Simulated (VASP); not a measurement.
Calculation: HSE06 screened hybrid, VASP's PBE PAW potentials (set 64) (plane waves; VASP).

Input for VASP

### KPOINTS
```
Automatic mesh
0
Gamma
1 1 1
0 0 0
```

**INCAR**
```
! general
SYSTEM   = Al35N36
PREC     = Normal
ENCUT    = 400
LREAL    = Auto
LASPH    = T
ISYM     = 0
NELECT   = 286.0

! electronic loop
EDIFF    = 1E-5
NELM     = 50
NELMIN   = 4
ALGO     = Normal

! smearing
ISMEAR   = 0
SIGMA    = 0.05

! functional
GGA      = PE
LHFCALC  = T
AEXX     = 0.25
HFSCREEN = 0.2
PRECFOCK = Fast

! ions
ISIF     = 0

! output
LWAVE    = F
LCHARG   = F
```

File POSCAR:
```
Al35N36
9.3865350
  0.5000000167  -0.8660254309   0.0000000000
  0.5000000167   0.8660254309   0.0000000000
  0.0000000000   0.0000000000   1.0674016147
Al N
35 36
Cart
  0.1665731954  -0.0960382796   0.2664803165
  0.1656922616   0.0962467747   1.0670966139
  0.1665533896  -0.0961895491   0.8005004700
  0.1676506825   0.0950594319   0.5348200450
  0.3336860444   0.1921731065   0.2648408667
  0.3326225214   0.3854457276   1.0670955570
  0.3336493008   0.1920367216   0.8005078328
  0.3346429847   0.3844355410   0.5347374356
  0.4997506341   0.4809863902   0.2664781104
  0.4997014015   0.6735508066   0.0000936998
  0.4996849751   0.4808237992   0.8004510962
  0.4997144618   0.6735745493   0.5335180457
  0.3324462895  -0.3844716336   0.2676023738
  0.3327716345  -0.1931007969   1.0671484579
  0.3330850170  -0.3849957628   0.7999558733
  0.3327341374  -0.1906537491   0.5348138175
  0.4996982656  -0.0953423864   0.2650181374
  0.4997796654   0.0962098344   1.0592674052
  0.4997379683  -0.0956038925   0.8005884228
  0.6657607949   0.1922057542   0.2647111339
  0.6667807931   0.3854838220   1.0671036150
  0.6658182753   0.1920126915   0.8005911434
  0.6647531704   0.3845156945   0.5347861816
  0.4996982632  -0.6741631837   0.2675681055
  0.4997243405  -0.4811658287   0.0002490787
  0.4997257108  -0.6736034637   0.7999452244
  0.4997260087  -0.4810377225   0.5326469911
  0.6669889415  -0.3844405003   0.2675611054
  0.6666831141  -0.1931004956   1.0671232133
  0.6663471455  -0.3850132137   0.7999538043
  0.6667085344  -0.1907266090   0.5347717644
  0.8328979302  -0.0960131008   0.2664480091
  0.8338159021   0.0962134598   1.0670695273
  0.8328745497  -0.0962383610   0.8004945257
  0.8318424911   0.0949947791   0.5347963926
  0.1658107966  -0.0964997450   0.4711570129
  0.1652096705   0.0952410730   0.2024337361
  0.1660920381  -0.0964592392   1.0041892429
  0.1659461876   0.0958190200   0.7384491974
  0.3133856827   0.2038376693   0.4618476304
  0.3333913682   0.3865300565   0.2024110363
  0.3298212453   0.1942739944   1.0068472117
  0.3330963255   0.3853570042   0.7384324784
  0.4996889100   0.4817670717   0.4711640464
  0.4997254373   0.6736462817   0.2042272707
  0.4997194941   0.4814402246   1.0041326854
  0.4997151606   0.6734859814   0.7378095832
  0.3324484996  -0.3844854437   0.4717188758
  0.3315656471  -0.1927858452   0.2024998624
  0.3334038922  -0.3851275475   1.0040483077
  0.3325532820  -0.1927431308   0.7384892170
  0.4996955064  -0.1186114426   0.4620055142
  0.4997081728   0.0963490340   0.1998065163
  0.4996988082  -0.0999804187   1.0068865562
  0.4997031232   0.0961369147   0.7687639843
  0.6860046936   0.2038026488   0.4617988198
  0.6660299268   0.3865529691   0.2024048883
  0.6696900722   0.1943206119   1.0068841775
  0.6663408330   0.3853398742   0.7384470711
  0.4997098607  -0.6741739179   0.4716953596
  0.4997528538  -0.4810319035   0.2050076936
  0.4997574748  -0.6732025207   1.0040354688
  0.4996917727  -0.4811881953   0.7372556133
  0.6669728011  -0.3844703941   0.4716772527
  0.6678861724  -0.1927840272   0.2024840444
  0.6660203404  -0.3851302678   1.0040558213
  0.6668656072  -0.1927672517   0.7384420998
  0.8335981933  -0.0964917446   0.4711252726
  0.8342488936   0.0952153366   0.2024126150
  0.8333786504  -0.0964696322   1.0041576874
  0.8334799975   0.0958446304   0.7384361316
```

POTCAR, in this order: Al N (PBE.64 set). Program: vasp_gam. Read from the step before: WAVECAR.

The run wrote:

OUTCAR:
```
 ion  position               nearest neighbor table
   1  0.222  0.111  0.250-  49 1.89  37 1.89  45 1.90  36 1.92  10 3.09   2 3.09  14 3.09  12 3.09
                             4 3.09  16 3.09  13 3.12  24 3.12  17 3.13   5 3.13  32 3.13   9 3.13
   2  0.110  0.221  1.000-  42 1.88  62 1.90  38 1.90  37 1.90   5 3.08   3 3.09   1 3.09  26 3.09
                            24 3.09   7 3.09  33 3.12  25 3.13  10 3.13   6 3.13  14 3.14  18 3.14
   3  0.222  0.111  0.750-  39 1.89  51 1.89  47 1.90  38 1.91  16 3.07   4 3.07   2 3.09  14 3.09
                            12 3.09  10 3.09   7 3.13  19 3.13  26 3.13  15 3.13  34 3.13  11 3.13
   4  0.113  0.223  0.501-  40 1.84  36 1.89  39 1.91  60 1.91   3 3.07   7 3.08  26 3.08   1 3.09
                            16 3.10  24 3.10   5 3.11  12 3.13   8 3.14  27 3.15  35 3.15
   5  0.223  0.445  0.248-  40 1.86  53 1.90  41 1.92  37 1.92   6 3.08   2 3.08   8 3.11   4 3.11
                            17 3.12  20 3.12   9 3.13   1 3.13  18 3.13  28 3.14  24 3.14
   6  0.110  0.555  1.000-  42 1.88  66 1.90  41 1.90  46 1.90   5 3.08  11 3.09  30 3.09   9 3.09
                            28 3.09   7 3.09  29 3.12  25 3.12  10 3.13   2 3.13  18 3.14  21 3.14
   7  0.223  0.445  0.750-  55 1.82  43 1.91  39 1.91  42 1.94  18 3.02   4 3.08   8 3.08   2 3.09
                             6 3.09  19 3.12  22 3.12  11 3.13   3 3.13  30 3.13  26 3.13
   8  0.113  0.557  0.501-  40 1.84  44 1.89  43 1.91  64 1.91  11 3.07   7 3.08  30 3.08   9 3.09
                            28 3.10  23 3.10   5 3.11  12 3.13   4 3.14  27 3.14  31 3.15
   9  0.222  0.777  0.250-  57 1.89  41 1.89  45 1.90  44 1.92  10 3.09  21 3.09   6 3.09  12 3.09
                            23 3.09   8 3.09  13 3.12  28 3.12  20 3.13   5 3.13   1 3.13  32 3.13
  10  0.111  0.889  0.000-  70 1.90  38 1.90  46 1.90  45 1.92   9 3.09  32 3.09   1 3.09  34 3.09
                             3 3.09  11 3.09  33 3.13  21 3.13  29 3.13   2 3.13   6 3.13  14 3.13
  11  0.222  0.777  0.750-  43 1.89  59 1.89  47 1.90  46 1.91  23 3.07   8 3.07   6 3.09  21 3.09
                            12 3.09  10 3.09   7 3.13  22 3.13  30 3.13  15 3.13  34 3.13   3 3.13
  12  0.111  0.889  0.500-  44 1.89  36 1.89  68 1.89  47 1.92  34 3.09   3 3.09   9 3.09  11 3.09
                             1 3.09  32 3.09  23 3.12  35 3.12   8 3.13   4 3.13  31 3.13  16 3.13
  13  0.554  0.110  0.251-  57 1.90  49 1.90  61 1.91  48 1.92  27 3.08  14 3.09  21 3.09  25 3.10
                            23 3.10  16 3.10   9 3.12   1 3.12  20 3.13  17 3.14  24 3.14  28 3.14
  14  0.444  0.221  1.000-  54 1.88  50 1.90  38 1.90  49 1.90  17 3.08   3 3.09   1 3.09  15 3.09
                            13 3.09  19 3.09  21 3.12  25 3.13  10 3.13  29 3.13   2 3.14  18 3.14
  15  0.555  0.111  0.749-  51 1.89  59 1.89  63 1.90  50 1.92  23 3.08  16 3.09  21 3.09  14 3.09
                            27 3.09  25 3.09  26 3.13  30 3.13   3 3.13  11 3.13  22 3.13  19 3.13
  16  0.443  0.223  0.501-  52 1.84  36 1.90  51 1.91  48 1.91   3 3.07  19 3.08  15 3.09   1 3.09
                             4 3.10  13 3.10  17 3.11  12 3.13  31 3.13  27 3.14  23 3.15
  17  0.555  0.445  0.248-  52 1.86  53 1.90  49 1.92  65 1.92  14 3.08  29 3.08  16 3.11  31 3.11
                             5 3.12  20 3.12   1 3.13  32 3.13  18 3.13  28 3.14  13 3.14
  18  0.444  0.555  0.992-  54 1.91  58 1.91  42 1.91  53 1.95  22 3.02  19 3.02   7 3.02  20 3.13
                            17 3.13   5 3.13  29 3.14  21 3.14  33 3.14  14 3.14   6 3.14   2 3.14
  19  0.555  0.445  0.750-  55 1.82  67 1.91  51 1.91  54 1.94  18 3.02  16 3.08  31 3.08  29 3.09
                            14 3.09  22 3.12   7 3.12  34 3.13   3 3.13  30 3.13  15 3.13
  20  0.555  0.777  0.248-  56 1.86  53 1.90  57 1.92  69 1.92  21 3.08  33 3.08  23 3.11  35 3.11
...
```

### OSZICAR
```
       N       E                     dE             d eps       ncg     rms          rms(c)
DAV:   1    -0.605051770684E+03   -0.60505E+03   -0.17624E+01   422   0.861E+00    0.495E+01
DAV:   2    -0.605077137817E+03   -0.25367E-01   -0.66294E-01   425   0.233E+00    0.334E+01
DAV:   3    -0.605327221671E+03   -0.25008E+00   -0.19892E+00   401   0.165E+00    0.224E+01
DAV:   4    -0.604823595282E+03    0.50363E+00   -0.27024E+01   505   0.793E+00    0.148E+01
DAV:   5    -0.605186519787E+03   -0.36292E+00   -0.69680E+00   441   0.583E+00    0.993E+00
DAV:   6    -0.605038979054E+03    0.14754E+00   -0.68576E+00   441   0.646E+00    0.693E+00
DAV:   7    -0.605697516452E+03   -0.65854E+00   -0.14992E+01   417   0.617E+00    0.891E+00
DAV:   8    -0.604439824894E+03    0.12577E+01   -0.56684E+00   481   0.776E+00    0.486E+00
DAV:   9    -0.605937886138E+03   -0.14981E+01   -0.13673E+01   393   0.503E+00    0.832E+00
DAV:  10    -0.604348500147E+03    0.15894E+01   -0.65579E+00   489   0.706E+00    0.409E+00
DAV:  11    -0.606267249852E+03   -0.19187E+01   -0.17295E+01   393   0.480E+00    0.851E+00
DAV:  12    -0.604753014716E+03    0.15142E+01   -0.12516E+01   489   0.750E+00    0.647E+00
DAV:  13    -0.606021264752E+03   -0.12683E+01   -0.21221E+01   425   0.663E+00    0.942E+00
DAV:  14    -0.604665085396E+03    0.13562E+01   -0.15626E+01   473   0.819E+00    0.778E+00
DAV:  15    -0.605080595148E+03   -0.41551E+00   -0.77443E+00   441   0.713E+00    0.738E+00
DAV:  16    -0.605170787554E+03   -0.90192E-01   -0.10575E+01   409   0.664E+00    0.816E+00
DAV:  17    -0.604739715563E+03    0.43107E+00   -0.99472E+00   449   0.690E+00    0.725E+00
DAV:  18    -0.604900435874E+03   -0.16072E+00   -0.42306E+00   473   0.676E+00    0.716E+00
DAV:  19    -0.605048506818E+03   -0.14807E+00   -0.79697E+00   409   0.649E+00    0.785E+00
DAV:  20    -0.604804284796E+03    0.24422E+00   -0.91607E+00   457   0.680E+00    0.741E+00
DAV:  21    -0.604856078214E+03   -0.51793E-01   -0.46709E+00   473   0.682E+00    0.724E+00
DAV:  22    -0.605063045511E+03   -0.20697E+00   -0.86961E+00   409   0.651E+00    0.792E+00
DAV:  23    -0.604817783068E+03    0.24526E+00   -0.94471E+00   465   0.695E+00    0.754E+00
DAV:  24    -0.604858199902E+03   -0.40417E-01   -0.50512E+00   473   0.689E+00    0.735E+00
DAV:  25    -0.605078333491E+03   -0.22013E+00   -0.92354E+00   409   0.662E+00    0.800E+00
DAV:  26    -0.604817430250E+03    0.26090E+00   -0.96360E+00   457   0.701E+00    0.757E+00
DAV:  27    -0.604871924036E+03   -0.54494E-01   -0.52688E+00   473   0.692E+00    0.743E+00
DAV:  28    -0.605063946114E+03   -0.19202E+00   -0.92227E+00   409   0.666E+00    0.800E+00
DAV:  29    -0.604832045134E+03    0.23190E+00   -0.96986E+00   473   0.702E+00    0.762E+00
DAV:  30    -0.604870839358E+03   -0.38794E-01   -0.56391E+00   473   0.696E+00    0.750E+00
DAV:  31    -0.605049179295E+03   -0.17834E+00   -0.91929E+00   417   0.673E+00    0.800E+00
DAV:  32    -0.604849608871E+03    0.19957E+00   -0.97247E+00   457   0.703E+00    0.768E+00
DAV:  33    -0.604874606341E+03   -0.24997E-01   -0.62407E+00   473   0.699E+00    0.760E+00
DAV:  34    -0.605023771583E+03   -0.14917E+00   -0.91439E+00   425   0.680E+00    0.800E+00
DAV:  35    -0.604872146348E+03    0.15163E+00   -0.97049E+00   457   0.704E+00    0.777E+00
DAV:  36    -0.604883263487E+03   -0.11117E-01   -0.70318E+00   465   0.703E+00    0.772E+00
DAV:  37    -0.604994991083E+03   -0.11173E+00   -0.90888E+00   441   0.690E+00    0.800E+00
DAV:  38    -0.604896158185E+03    0.98833E-01   -0.96210E+00   441   0.705E+00    0.784E+00
DAV:  39    -0.604898431268E+03   -0.22731E-02   -0.78712E+00   449   0.705E+00    0.781E+00
DAV:  40    -0.604962889074E+03   -0.64458E-01   -0.89861E+00   433   0.699E+00    0.797E+00
DAV:  41    -0.604917134035E+03    0.45755E-01   -0.94614E+00   441   0.707E+00    0.791E+00
DAV:  42    -0.604913049496E+03    0.40845E-02   -0.85405E+00   449   0.707E+00    0.787E+00
DAV:  43    -0.604941648528E+03   -0.28599E-01   -0.89511E+00   441   0.704E+00    0.795E+00
DAV:  44    -0.604923959051E+03    0.17689E-01   -0.92257E+00   433   0.708E+00    0.792E+00
DAV:  45    -0.604923965812E+03   -0.67604E-05   -0.88432E+00   433   0.706E+00    0.789E+00
DAV:  46    -0.604931324166E+03   -0.73584E-02   -0.89717E+00   441   0.706E+00    0.794E+00
DAV:  47    -0.604921600546E+03    0.97236E-02   -0.90039E+00   449   0.709E+00    0.792E+00
DAV:  48    -0.604932310260E+03   -0.10710E-01   -0.89654E+00   449   0.706E+00    0.791E+00
DAV:  49    -0.604930652915E+03    0.16573E-02   -0.91152E+00   433   0.706E+00    0.793E+00
DAV:  50    -0.604915313228E+03    0.15340E-01   -0.88584E+00   433   0.709E+00
   1 F= -.60491531E+03 E0= -.60491523E+03  d E =-.160017E-03
```

File OUTCAR:
```
------------------------ aborting loop EDIFF was not reached (unconverged)  ----------------------------
  volume of cell :      764.49
      direct lattice vectors                 reciprocal lattice vectors
     4.693267657 -8.128978018  0.000000000     0.106535582 -0.061508347  0.000000000
     4.693267657  8.128978018  0.000000000     0.106535582  0.061508347  0.000000000
     0.000000000  0.000000000 10.019202615     0.000000000  0.000000000  0.099808342
  FREE ENERGIE OF THE ION-ELECTRON SYSTEM (eV)
  ---------------------------------------------------
  free  energy   TOTEN  =      -604.9153132281 eV

  energy  without entropy=     -604.9151532115  energy(sigma->0) =     -604.91523322

  exchange ACFDT corr.  =         0.00000000  see jH, gK, PRB 81, 115126
```
(Selected blocks of OUTCAR.)

stdout:
```
...
DAV:  31    -0.605049179295E+03   -0.17834E+00   -0.91929E+00   417   0.673E+00    0.800E+00
DAV:  32    -0.604849608871E+03    0.19957E+00   -0.97247E+00   457   0.703E+00    0.768E+00
DAV:  33    -0.604874606341E+03   -0.24997E-01   -0.62407E+00   473   0.699E+00    0.760E+00
DAV:  34    -0.605023771583E+03   -0.14917E+00   -0.91439E+00   425   0.680E+00    0.800E+00
DAV:  35    -0.604872146348E+03    0.15163E+00   -0.97049E+00   457   0.704E+00    0.777E+00
DAV:  36    -0.604883263487E+03   -0.11117E-01   -0.70318E+00   465   0.703E+00    0.772E+00
DAV:  37    -0.604994991083E+03   -0.11173E+00   -0.90888E+00   441   0.690E+00    0.800E+00
DAV:  38    -0.604896158185E+03    0.98833E-01   -0.96210E+00   441   0.705E+00    0.784E+00
DAV:  39    -0.604898431268E+03   -0.22731E-02   -0.78712E+00   449   0.705E+00    0.781E+00
DAV:  40    -0.604962889074E+03   -0.64458E-01   -0.89861E+00   433   0.699E+00    0.797E+00
DAV:  41    -0.604917134035E+03    0.45755E-01   -0.94614E+00   441   0.707E+00    0.791E+00
DAV:  42    -0.604913049496E+03    0.40845E-02   -0.85405E+00   449   0.707E+00    0.787E+00
DAV:  43    -0.604941648528E+03   -0.28599E-01   -0.89511E+00   441   0.704E+00    0.795E+00
DAV:  44    -0.604923959051E+03    0.17689E-01   -0.92257E+00   433   0.708E+00    0.792E+00
DAV:  45    -0.604923965812E+03   -0.67604E-05   -0.88432E+00   433   0.706E+00    0.789E+00
DAV:  46    -0.604931324166E+03   -0.73584E-02   -0.89717E+00   441   0.706E+00    0.794E+00
DAV:  47    -0.604921600546E+03    0.97236E-02   -0.90039E+00   449   0.709E+00    0.792E+00
DAV:  48    -0.604932310260E+03   -0.10710E-01   -0.89654E+00   449   0.706E+00    0.791E+00
DAV:  49    -0.604930652915E+03    0.16573E-02   -0.91152E+00   433   0.706E+00    0.793E+00
DAV:  50    -0.604915313228E+03    0.15340E-01   -0.88584E+00   433   0.709E+00

 -----------------------------------------------------------------------------
|                                                                             |
|           W    W    AA    RRRRR   N    N  II  N    N   GGGG   !!!           |
|           W    W   A  A   R    R  NN   N  II  NN   N  G    G  !!!           |
|           W    W  A    A  R    R  N N  N  II  N N  N  G       !!!           |
|           W WW W  AAAAAA  RRRRR   N  N N  II  N  N N  G  GGG   !            |
|           WW  WW  A    A  R   R   N   NN  II  N   NN  G    G                |
|           W    W  A    A  R    R  N    N  II  N    N   GGGG   !!!           |
|                                                                             |
|     The electronic self-consistency was not achieved in the given           |
|     number of steps (NELM). The forces and other quantities evaluated       |
|     might not be reliable so examine the results carefully. If you find     |
|     spurious results, we suggest increasing NELM, if you were close to      |
|     convergence or switching to a different ALGO or adjusting the           |
|     density mixing parameters otherwise.                                    |
|                                                                             |
 -----------------------------------------------------------------------------

   1 F= -.60491531E+03 E0= -.60491523E+03  d E =-.160017E-03
```

Convergence was not reached.

The cell is charged, with a uniform compensating background. The supercell is sampled at Γ alone, which is coarse: total energies, pressure and levels can be off, energies of defects by several tenths of an eV.

The cell is a supercell with a defect, built from AlN (wurtzite): vac_Al, charge -1. The cell's shape comes from a PBE relaxation. The run is not spin-polarised, so no state with unpaired spins was tried.
